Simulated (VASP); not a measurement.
Input:

```xyz
2
Lattice="0.0000 2.0287 2.0287 2.0287 0.0000 2.0287 2.0287 2.0287 0.0000" Properties=species:S:1:pos:R:3 pbc="T T T"
Li     0.0000     0.0000     0.0000
F      2.0287     2.0287     2.0287
```

All values below come from r2SCAN meta-GGA, VASP's PBE PAW potentials (set 64) (plane waves; VASP). Run with 520 eV cut-off, 11×11×11 Γ-centred mesh, Gaussian smearing of 0.050 eV, potentials Li_sv F.

### Question
Give the stress tensor in GPa (positive for a compressed cell).

### Answer

```
-4.26   0.00   0.00
 0.00  -4.26   0.00
 0.00   0.00  -4.26
```
The pressure is its mean diagonal, -4.26 GPa.

The compound is LiF in the rock salt structure. This cell is one point of a volume scan, at 1.06 of the reference volume.
